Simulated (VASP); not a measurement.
# BaCa: structure and properties in VASP

Wanted: the relaxed cell of BaCa and its properties. The steps: rough relaxation of the start cell, relaxing cell and atoms (LDA), second relaxation, single point with fields (LDA), band structure (LDA), total and projected DOS (LDA), elastic constants (LDA) and vibrations at Γ (LDA). The cell is invented: it takes the structure of COD entry 9011033, Ca (space group 225 there), with some of its atoms replaced by other elements, volume scaled by an estimate. It may not be a known or stable phase.

Method: LDA; plane waves and PAW (Ba_sv, Ca_sv); invented cell, in VASP 6.6.1.

Report form: the programs' logs are mostly left out.

### 1. The structure

Before any relaxation, the start is as follows. It takes space group P4/mmm (No. 123, tetragonal). Conventional cell: a = 4.267 Å, b = 4.267 Å, c = 6.034 Å, α = 90.00°, β = 90.00°, γ = 90.00°. Ba has 4 Ba at 4.27 Å and 8 Ca at 4.27 Å nearest. Nearest to Ca lie 4 Ca at 4.27 Å and 8 Ba at 4.27 Å. It derives from Ca. it takes the structure of COD entry 9011033, Ca (space group 225 there), with some of its atoms replaced by other elements, volume scaled by an estimate. Farther neighbours are not listed.

Structure file:

```
Ba Ca
1.0
     4.26678    0.00000    0.00000
     0.00000    4.26678    0.00000
     0.00000    0.00000    6.03413
Ba Ca
1 1
Cartesian
  2.1334 2.1334 3.0171
  0.0000 0.0000 0.0000
```

### 2. Rough relaxation of the start cell

The start is only an estimate, so a cheap relaxation brings it near a minimum before any careful run. LDA, the lowest rung, knows the local density alone.

INCAR reads:

```
SYSTEM = BaCa
PREC = Normal
ENCUT = 400
EDIFF = 1E-05
NELM = 60
ISMEAR = 0
SIGMA = 0.05
LREAL = .FALSE.
ALGO = Fast
GGA = CA
NBANDS = 16
LORBIT = 11
LWAVE = .FALSE.
LCHARG = .FALSE.
IBRION = 2
NSW = 40
ISIF = 3
EDIFFG = -0.04
```

POSCAR reads:

```
BaCa
1.0
    4.2667770000      0.0000000000      0.0000000000
    0.0000000000      4.2667770000      0.0000000000
    0.0000000000      0.0000000000      6.0341340000
Ba Ca
1 1
Direct
    0.5000000000      0.5000000000      0.5000000000
    0.0000000000      0.0000000000      0.0000000000
```

KPOINTS reads:

```
Automatic mesh
0
Gamma
4 4 3
0 0 0
```

PAW data sets: Ba_sv and Ca_sv (LDA family, release 64).

Started as:

```console
mpirun -np 1 vasp_std
```

Wall time 9.8 s (1 MPI rank of Intel Xeon 6975P-C (Granite Rapids), shared host); peak memory 0.14 GiB.

The k-mesh is coarse for a metal. Harder data sets than Ba_sv exist (the GW ones), and pressures, volumes and forces can shift noticeably with them. This relaxation is a rough one on cheap settings, only to bring the start near its minimum. After so large a change of volume the plane waves of the start cell no longer fit, so the final stress carries a basis-set error. The run keeps the 16 symmetry operations of its start, so it cannot find a distortion of lower symmetry.

The steps of the relaxation:

```
step  energy less that of the first step (eV)  largest force (eV/Å)  pressure (GPa)  volume (Å³)
   1                                   0.0000                0.0000           -1.56       109.85
   2                                  -0.0594                0.0000           -0.68       101.59
   3                                  -0.0709                0.0000           -0.12        97.41
```

```csv
"conventional cell, symmetrised",before,after,change
a (Å),4.267,4.100,-3.9 %
b (Å),4.267,4.100,-3.9 %
c (Å),6.034,5.796,-3.9 %
volume (Å³/atom),54.93,48.71,-11.3 %
```

The relaxed structure:

```xyz
2
Lattice="4.0997 0.0000 0.0000 0.0000 4.0997 0.0000 0.0000 0.0000 5.7958" Properties=species:S:1:pos:R:3 pbc="T T T"
Ba    2.0498    2.0498    2.8979
Ca    0.0000    0.0000    0.0000
```

Numbers from this step:

```yaml
electrons: 20
bands: 16
irreducible_k_points: 12
symmetry_operations: 16
free_energy_toten: -4.354 eV
energy_at_zero_smearing: -4.350 eV
fermi_energy: 1.869 eV
pressure: -0.1232 GPa
metallic: yes
scf_cycles_over_all_ionic_steps: 58
```

It ends with forces that vanish by symmetry and a pressure of -0.12 GPa.

### 3. Relaxing cell and atoms (LDA)

Properties are meant for the cell that this level of theory prefers, so cell and atoms are relaxed first (ISIF = 3) until forces and stress are small; EDIFFG sets the threshold.

INCAR reads:

```
SYSTEM = BaCa
PREC = Accurate
ENCUT = 400
EDIFF = 1E-06
NELM = 100
ISMEAR = 0
SIGMA = 0.05
LREAL = .FALSE.
ALGO = Normal
GGA = CA
NBANDS = 16
LORBIT = 11
LWAVE = .FALSE.
LCHARG = .FALSE.
IBRION = 2
NSW = 60
ISIF = 3
EDIFFG = -0.01
```

POSCAR reads:

```
BaCa
1.0
    4.0996681772      0.0000000000      0.0000000000
    0.0000000000      4.0996681772      0.0000000000
    0.0000000000      0.0000000000      5.7958205966
Ba Ca
1 1
Direct
    0.5000000000      0.5000000000      0.5000000000
    0.0000000000      0.0000000000      0.0000000000
```

KPOINTS reads:

```
Automatic mesh
0
Gamma
6 6 4
0 0 0
```

Started as:

```console
mpirun -np 1 vasp_std
```

The job ended after 50 s (1 MPI rank; peak memory 0.18 GiB).

Step by step:

| step | energy less that of the first step (eV) | largest force (eV/Å) | pressure (GPa) | volume (Å³) |
| --- | --- | --- | --- | --- |
| 1 | 0.0000 | 0.0000 | -0.65 | 97.41 |
| 2 | -0.0082 | 0.0000 | -0.30 | 94.67 |
| 3 | -0.0102 | 0.0000 | -0.02 | 92.76 |
| 4 | -0.0102 | 0.0000 | 0.00 | 92.61 |
| 5 | -0.0104 | 0.0000 | 0.00 | 92.59 |
| 6 | -0.0109 | 0.0000 | 0.01 | 92.50 |
| 7 | -0.0116 | 0.0000 | 0.02 | 92.31 |
| 8 | -0.0116 | 0.0000 | 0.03 | 92.21 |
| 9 | -0.0116 | 0.0000 | 0.03 | 92.26 |
| 10 | -0.0116 | 0.0000 | 0.03 | 92.24 |

| conventional cell, symmetrised | before | after | change |
| --- | --- | --- | --- |
| a (Å) | 4.100 | 3.976 | -3.0 % |
| b (Å) | 4.100 | 3.976 | -3.0 % |
| c (Å) | 5.796 | 5.835 | +0.7 % |
| volume (Å³/atom) | 48.71 | 46.12 | -5.3 % |

The relaxed structure:

```xyz
2
Lattice="3.9760 0.0000 0.0000 0.0000 3.9760 0.0000 0.0000 0.0000 5.8349" Properties=species:S:1:pos:R:3 pbc="T T T"
Ba    1.9880    1.9880    2.9175
Ca    0.0000    0.0000    0.0000
```

Numbers from this step:

```
irreducible k-points            : 30
free energy (TOTEN)             : -4.383 eV
energy at zero smearing         : -4.382 eV
Fermi energy                    : 2.095 eV
pressure                        : 0.02774 GPa
SCF cycles over all ionic steps : 64
```

It ends with forces that vanish by symmetry and a pressure of 0.03 GPa.

### 4. Second relaxation

The basis stayed that of the start cell while the cell moved. A rerun from the cell reached resets it; the error of the finite cutoff stays.

INCAR is that of step 3.

POSCAR reads:

```
BaCa
1.0
    3.9760214257      0.0000000000      0.0000000000
    0.0000000000      3.9760214257      0.0000000000
    0.0000000000      0.0000000000      5.8349245725
Ba Ca
1 1
Direct
    0.5000000000      0.5000000000      0.5000000000
    0.0000000000      0.0000000000      0.0000000000
```

KPOINTS is that of step 3.

Started as:

```console
mpirun -np 1 vasp_std
```

Elapsed: 9 s, on 1 MPI rank; peak memory 0.17 GiB.

Little changed from the start: no atom moved by 0.005 Å and no cell edge by 0.1 %.

Numbers from this step:

```
free energy (TOTEN)             : -4.382 eV
energy at zero smearing         : -4.381 eV
pressure                        : 0.01739 GPa
SCF cycles over all ionic steps : 11
```

It ends with forces that vanish by symmetry and a pressure of 0.02 GPa. The volume moved by under 0.01 %: the run met its threshold at the first step.

### 5. Single point with fields (LDA)

A single point on the relaxed cell gives a clean self-consistent state, with density, ELF and potential written out.

INCAR, as its differences from that of step 4:

```diff
@@ -13,6 +13,5 @@
 LWAVE = .FALSE.
-LCHARG = .FALSE.
-IBRION = 2
-NSW = 60
-ISIF = 3
-EDIFFG = -0.01
+LCHARG = .TRUE.
+ISIF = 2
+LELF = .TRUE.
+LVHAR = .TRUE.
```

POSCAR is that of step 4.

KPOINTS is that of step 4.

Started as:

```console
mpirun -np 1 vasp_std
```

Run time: 9.6 s. Hardware: 1 MPI rank; peak memory 0.17 GiB.

This step gave:

```
SCF cycles : 11
```

Valence electrons inside each PAW sphere by angular momentum. Sphere charges, by row:

| atom | s (e) | p (e) | d (e) | tot (e) |
| --- | --- | --- | --- | --- |
| Ba1 | 2.077 | 5.519 | 0.377 | 7.973 |
| Ca2 | 2.1 | 5.816 | 0.177 | 8.093 |

ELF in the ac plane at fractional y = 0.000, with atoms of Ca within 0.2 Å of it. It is the smooth field of the valence electrons, not physical close to the nuclei.

Ten even steps from '_' (0.06) to '@' (0.71), each cell a mean:
```
@@@@@@**..__--++::__::##@@@@
@@@@%%--__..==**--____++@@@@
%%##--____::++**++..__..++##
::..____..==****++--..____::
____..::==++++++++==--::..__
--====++++==------==++++====
%%%%##++==::....::--==**##%%
@@%%##++--..____..::--++##%%
@@%%**==::________..::++##%%
%%%%**==::________..::==##%%
@@%%**==::________..::==##%%
@@%%**==::..______..--++##%%
%%%%##++--::......::==**##%%
++****++==----::--==++++****
....::--==++====++++==--....
______..::==****++==::______
**++::____--++**++::____--**
@@@@##::__..==**==____--%%@@
@@@@@@++____--++::__..##@@@@
@@@@@@##..__--++::__::%%@@@@
```
Columns run along a (4.0 Å), rows up along c (5.8 Å). Atoms in or near the plane, at fractional coordinates: Ca at (0.00, 0.00).

Valence density in the ac plane at fractional y = 0.000, with atoms of Ca within 0.2 Å of it. It is the smooth field of the valence electrons, not physical close to the nuclei.

Ten steps, logarithmic in the rise over the least value, from '0' (0.0 e/Å³) to '9' (6.9 e/Å³), each cell a mean:
```
99741000002589
87631000001468
55310000000245
22100000000012
00000000000000
00000000000000
00000000000000
00000000000000
00000000000000
00000000000000
00000000000000
00000000000000
00000000000000
00000000000000
00000000000000
11000000000011
54210000000134
76521000001357
98741000002579
99752000002689
```
Columns run along a (4.0 Å), rows up along c (5.8 Å). Atoms in or near the plane, at fractional coordinates: Ca at (0.00, 0.00).

Electrostatic potential energy in the ac plane at fractional y = 0.000, with atoms of Ca within 0.2 Å of it. With pseudopotentials it is smooth inside the atoms' cores, unlike the true potential.

Values in eV, 20 rows by 14 columns, each cell a mean:
```
-31 -30 -23 -13  -5  -1   1   1   1  -2  -7 -16 -26 -31
-28 -25 -18 -10  -4   0   1   2   1  -1  -5 -12 -21 -26
-17 -14  -9  -5  -1   1   2   2   2   0  -2  -6 -11 -15
 -7  -6  -4  -2   0   1   2   2   2   1   0  -2  -5  -7
 -1  -1   0   1   1   2   2   2   2   2   1   0   0  -1
  1   1   1   2   2   2   2   2   2   2   2   2   1   1
  3   3   2   2   2   2   1   1   1   2   2   2   2   3
  3   3   3   2   2   1   1   1   1   1   2   2   3   3
  3   3   3   2   2   1   0   0   0   1   2   2   3   3
  3   3   3   2   1   1   0   0   0   1   2   2   3   3
  3   3   3   2   1   1   0   0   0   1   2   2   3   3
  3   3   3   2   2   1   1   0   1   1   2   2   3   3
  3   3   3   2   2   1   1   1   1   2   2   2   3   3
  2   2   2   2   2   2   2   2   2   2   2   2   2   2
 -1   0   0   1   1   2   2   2   2   2   1   1   0   0
 -4  -4  -2  -1   1   2   2   2   2   1   0  -1  -3  -4
-14 -12  -8  -4  -1   1   2   2   2   0  -2  -5  -9 -13
-24 -21 -15  -7  -3   0   1   2   1  -1  -4  -9 -17 -22
-31 -30 -22 -13  -5  -1   1   1   1  -2  -6 -15 -25 -30
-31 -31 -25 -15  -6  -1   1   1   0  -2  -8 -18 -28 -31
```
Columns run along a (4.0 Å; values clipped at the 3rd and 97th percentile), rows up along c (5.8 Å). Atoms in or near the plane, at fractional coordinates: Ca at (0.00, 0.00).

In this run the pressure is 0.02 GPa, small enough to go on.

### 6. Band structure (LDA)

Levels along the symmetry lines show where the bands peak and cross; KPOINTS_OPT computes them in the converged potential.

INCAR reads:

```
SYSTEM = BaCa
PREC = Accurate
ENCUT = 400
EDIFF = 1E-06
NELM = 100
ISMEAR = 0
SIGMA = 0.05
LREAL = .FALSE.
ALGO = Normal
GGA = CA
NBANDS = 22
LORBIT = 11
LWAVE = .FALSE.
LCHARG = .FALSE.
```

POSCAR is that of step 5.

KPOINTS is that of step 5.

KPOINTS_OPT reads:

```
Line mode
16
Line-mode
Reciprocal
  0.00000000   0.00000000   0.00000000 GAMMA
  0.00000000   0.50000000   0.00000000 X

  0.00000000   0.50000000   0.00000000 X
  0.50000000   0.50000000   0.00000000 M

  0.50000000   0.50000000   0.00000000 M
  0.00000000   0.00000000   0.00000000 GAMMA

  0.00000000   0.00000000   0.00000000 GAMMA
  0.00000000   0.00000000   0.50000000 Z

  0.00000000   0.00000000   0.50000000 Z
  0.00000000   0.50000000   0.50000000 R

  0.00000000   0.50000000   0.50000000 R
  0.50000000   0.50000000   0.50000000 A

  0.50000000   0.50000000   0.50000000 A
  0.00000000   0.00000000   0.50000000 Z

  0.00000000   0.50000000   0.00000000 X
  0.00000000   0.50000000   0.50000000 R

  0.50000000   0.50000000   0.00000000 M
  0.50000000   0.50000000   0.50000000 A
```

Started as:

```console
mpirun -np 1 vasp_std
```

Wall time 44 s (1 MPI rank); peak memory 0.2 GiB.

Numbers from this step:

```yaml
bands: 22
pressure: 0.01992 GPa
```

The electronic bands at the labelled points (eV, zero at the Fermi level; # counts the bands kept):

```csv
point,#1,#2,#3,#4,#5,#6
Γ,-3.51,-0.85,-0.04,1.75,1.94,2.13
0.53 of the way,-2.64,-0.12,0.31,0.72,1.61,2.08
X,-1.12,-0.75,0.10,0.88,1.31,1.38
0.53 of the way,-0.84,-0.64,0.04,0.50,0.99,1.62
M,-1.29,-0.40,-0.03,-0.03,1.83,1.83
0.53 of the way,-2.22,0.04,0.67,0.79,0.94,2.17
Γ,-3.51,-0.85,-0.04,1.75,1.94,2.13
0.47 of the way,-3.15,-1.04,0.12,1.44,1.61,2.31
Z,-2.19,-1.93,0.46,1.08,1.76,1.86
0.47 of the way,-1.88,-1.27,0.65,0.96,1.62,1.70
R,-1.63,-0.58,0.41,1.32,1.77,1.83
0.53 of the way,-0.92,-0.05,0.22,0.50,1.13,1.71
A,-0.75,0.06,0.06,0.53,1.42,1.42
0.53 of the way,-1.50,-0.58,0.59,1.19,1.20,1.27
Z,-2.19,-1.93,0.46,1.08,1.76,1.86
jump to X,-1.12,-0.75,0.10,0.88,1.31,1.38
0.47 of the way,-1.28,-0.91,0.61,0.79,1.57,1.60
R,-1.63,-0.58,0.41,1.32,1.77,1.83
jump to M,-1.29,-0.40,-0.03,-0.03,1.83,1.83
0.47 of the way,-1.08,-0.07,0.01,0.01,1.63,1.63
A,-0.75,0.06,0.06,0.53,1.42,1.42
```

Of the projections kept (Ba, Ca), the largest for each band there; the rest of the weight can lie on other orbitals:

| point | #1 | #2 | #3 | #4 | #5 | #6 |
| --- | --- | --- | --- | --- | --- | --- |
| Γ | Ba 0.50 | Ba 0.65 | Ba 0.70 | Ba 0.58 | Ca 0.68 | Ca 0.70 |
| X | Ba 0.75 | Ca 0.72 | Ba 0.90 | Ba 0.99 | Ca 0.92 | Ca 0.95 |
| M | Ba 0.75 | Ca 0.66 | Ba 0.53 | Ba 0.53 | Ca 0.60 | Ca 0.60 |
| Γ | Ba 0.50 | Ba 0.65 | Ba 0.70 | Ba 0.58 | Ca 0.68 | Ca 0.70 |
| Z | Ca 0.65 | Ba 0.86 | Ba 1.00 | Ca 1.00 | Ba 0.97 | Ca 0.98 |
| R | Ba 0.56 | Ba 0.60 | Ca 0.56 | Ba 0.74 | Ba 0.77 | Ca 0.93 |

There is no gap at this level.

Of the bands kept, 3 cross the Fermi level on this path.

### 7. Total and projected DOS (LDA)

A density of states needs more k-points than a total energy; ISMEAR = -5 takes tetrahedra, and LORBIT projects the states on the PAW spheres. The mesh is finer than in the run before.

INCAR, as its differences from that of step 6:

```diff
@@ -5,3 +5,3 @@
 NELM = 100
-ISMEAR = 0
+ISMEAR = -5
 SIGMA = 0.05
@@ -14 +14,2 @@
 LCHARG = .FALSE.
+NEDOS = 2001
```

POSCAR is that of step 6.

KPOINTS reads:

```
Automatic mesh
0
Gamma
8 8 6
0 0 0
```

Started as:

```console
mpirun -np 1 vasp_std
```

Elapsed: 25 s, on 1 MPI rank; peak memory 0.21 GiB.

With tetrahedra the forces and stress of a metal are not exact derivatives of the energy.

Numbers from this step:

```
SCF cycles             : 13
irreducible k-points   : 60
free energy (TOTEN)    : -4.365 eV
Fermi energy           : 2.080 eV
pressure               : 0.2396 GPa
DOS at the Fermi level : 2.189 states/eV/cell
```

The density of states has structure finer than the step of the table below, so its rows give means over 0.5 eV, whole bins alone (the curve runs from -12.0 to 3.19 eV). Peaks (eV: height): total -0.20: 3.45, 0.41: 7.84, 1.28: 5.22, 1.55: 6.20, 2.17: 4.69, 2.36: 5.68, 2.80: 4.53; Ca d 0.41: 0.866, 1.55: 1.72, 2.17: 1.82, 2.36: 2.54, 2.80: 2.05; Ba d -0.20: 0.481, 0.41: 1.09, 1.08: 0.670, 1.55: 0.739, 2.17: 0.850, 2.36: 0.771, 2.83: 0.658.

States under -12.0 eV and over 3.2 eV are left out. Table of density of states by energy, zero at the Fermi level; means over each step; values in states/eV/cell:

```csv
energy (eV),total,Ca d,Ba d
-4.0,0,0,0
-3.5,0.0273,3.3e-6,2.1e-5
-3.0,0.260,3.1e-4,9.7e-4
-2.5,0.500,0.00188,0.00521
-2.0,0.805,0.00649,0.0224
-1.5,1.30,0.0244,0.0920
-1.0,1.55,0.0470,0.178
-0.5,2.17,0.158,0.237
0.0,2.95,0.263,0.510
0.5,4.28,0.575,0.712
1.0,3.26,0.559,0.510
1.5,4.81,1.33,0.595
2.0,2.77,1.02,0.470
2.5,4.28,1.94,0.562
```

The finer mesh and the other smearing move the Fermi level by -0.01 eV from the 6×6×4 run, a small shift, which tests the Fermi level alone.

### 8. Elastic constants (LDA)

IBRION = 6 with ISIF = 3 strains the cell both ways at fixed fractional positions, and adds the ions' share afterwards from the force constants. Stress converges slowly with the basis, so the cutoff is raised.

INCAR reads:

```
SYSTEM = BaCa
PREC = Accurate
ENCUT = 500
EDIFF = 1E-07
NELM = 100
ISMEAR = 1
SIGMA = 0.2
LREAL = .FALSE.
ALGO = Normal
GGA = CA
NBANDS = 16
LORBIT = 11
LWAVE = .FALSE.
LCHARG = .FALSE.
IBRION = 6
NFREE = 2
POTIM = 0.015
ISIF = 3
NSW = 1
```

POSCAR is that of step 7.

KPOINTS reads:

```
Automatic mesh
0
Gamma
18 18 12
0 0 0
```

Started as:

```console
mpirun -np 1 vasp_std
```

The job ended after 80 min (1 MPI rank; peak memory 2.4 GiB).

The run was stopped at its time limit, by a STOPCAR file.

More ranks or a longer limit would be the way on.

### 9. Vibrations at Γ (LDA)

Zone-centre modes test whether the atoms sit at a minimum within this cell. IBRION = 8 takes the force constants from linear response, which needs tightly converged orbitals.

INCAR reads:

```
SYSTEM = BaCa
PREC = Accurate
ENCUT = 400
EDIFF = 1E-08
NELM = 100
ISMEAR = 1
SIGMA = 0.2
LREAL = .FALSE.
ALGO = Normal
GGA = CA
NBANDS = 16
LORBIT = 11
LWAVE = .FALSE.
LCHARG = .FALSE.
IBRION = 8
ISIF = 2
```

POSCAR is that of step 8.

KPOINTS reads:

```
Automatic mesh
0
Gamma
10 10 7
0 0 0
```

Started as:

```console
mpirun -np 1 vasp_std
```

Run time: 51 s. Hardware: 1 MPI rank.

The run was cut off at its time limit.

More ranks or a longer limit would be the way on.

### 10. Outcome

| Item | Value |
| --- | --- |
| relaxed volume | 46.12 Å³/atom |
| relaxed conventional cell a, b, c | 3.976, 3.976, 5.835 Å |
| space group after relaxing, within 0.02 Å | P4/mmm (No. 123) |
| band gap | none, a metal |
| DOS at the Fermi level | 2.19 states/eV/cell |

What this shows: With LDA, BaCa relaxes to 46.12 Å³/atom in space group P4/mmm (held by the symmetry of the run) and comes out as a metal. Not obtained: elastic constants (LDA), because the run hit its time limit. Not obtained: vibrations at Γ (LDA), because the run hit its time limit. Band structure (LDA): Of the bands kept, 3 cross the Fermi level on this path. Spin-orbit coupling is left out, and with elements this heavy it would split and shift bands near the Fermi level. The k-sampling is coarse for a metal, so the Fermi level, pressures and the shape of the cell carry errors. No search among competing phases was made. All values are for a static lattice at zero temperature.

[Lines on the potential files, build, host, timing and source positions are cut from VASP's logs without a mark.]

[Logs are printed without paths, hosts, clocks, repeated set-up lines and the standing remarks that a program may print on its own settings, such as how far it seeks lower states.]

[Hosts, paths, dates, database ids (printed as entryN), source tags and the programs' standing remarks are cut or masked in the printed files.]

[A measured line is paired with the nearest computed mode of its activity, which favours agreement.]
